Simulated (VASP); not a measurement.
Input:

```
CELL_PARAMETERS angstrom
      0.00000     2.34528     2.34528
      2.34528     0.00000     2.34528
      2.34528     2.34528     0.00000
ATOMIC_POSITIONS crystal
  Li 0.25000 0.25000 0.25000
  Li 0.75000 0.75000 0.75000
  O  0.00000 0.00000 0.00000
```

All values below come from RPBE GGA, VASP's PBE PAW potentials (set 64) (plane waves; VASP). Run with 520 eV cut-off, 8×8×8 Γ-centred mesh, Gaussian smearing of 0.050 eV, potentials Li_sv O.

Problem. What does the run give for the energy per atom (σ→0), band gap (on the k-mesh) with the smallest direct gap where there is one?

Solution. 
The band gap (on the k-mesh) comes out as 5.01 eV. The smallest direct gap (on the k-mesh) is 5.05 eV and the energy per atom (σ→0) comes out as -4.552 eV/atom.

Total energies compare only between runs with the same potentials, cut-off and functional.

The compound is Li2O in the antifluorite structure. It was relaxed first.
